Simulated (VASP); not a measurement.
Data:

```yaml
crystal:
  lattice:
    - [0.00000, 3.04222, 3.04222]
    - [3.04222, 0.00000, 3.04222]
    - [3.04222, 3.04222, 0.00000]
  atoms:
    - { symbol: Hg, position: [0.00000, 0.00000, 0.00000] }
    - { symbol: S, position: [0.25000, 0.25000, 0.25000] }
```

Level of theory: RPBE GGA, VASP's PBE PAW potentials (set 64) (plane waves; VASP). Numerical set-up: 520 eV cut-off, Gaussian smearing of 0.050 eV, potentials Hg S.

Q: Give the energies of bands 2 to 11 at the high-symmetry points, in eV from the Fermi level.

A: 
| band | Γ | X | U | L | W |
|---|---|---|---|---|---|
| 2 | -6.43 | -6.24 | -6.20 | -6.27 | -6.14 |
| 3 | -6.43 | -5.96 | -6.04 | -6.27 | -6.06 |
| 4 | -6.43 | -5.96 | -5.88 | -5.70 | -5.80 |
| 5 | -5.75 | -5.64 | -5.69 | -5.70 | -5.79 |
| 6 | -5.75 | -5.41 | -5.25 | -5.44 | -5.18 |
| 7 | -0.47 | -4.32 | -4.46 | -4.67 | -4.50 |
| 8 | 0.00 | -1.85 | -2.29 | -0.77 | -2.18 |
| 9 | 0.00 | -1.85 | -1.50 | -0.77 | -1.90 |
| 10 | 0.00 | 3.09 | 3.18 | 1.63 | 3.50 |
| 11 | 6.25 | 3.86 | 4.96 | 6.90 | 5.58 |

It has no gap at this level: it comes out as a metal or semimetal.

The compound is HgS in the zinc blende structure, metacinnabar; cinnabar is the stable form. It was relaxed first, which changed the volume by +13 %.
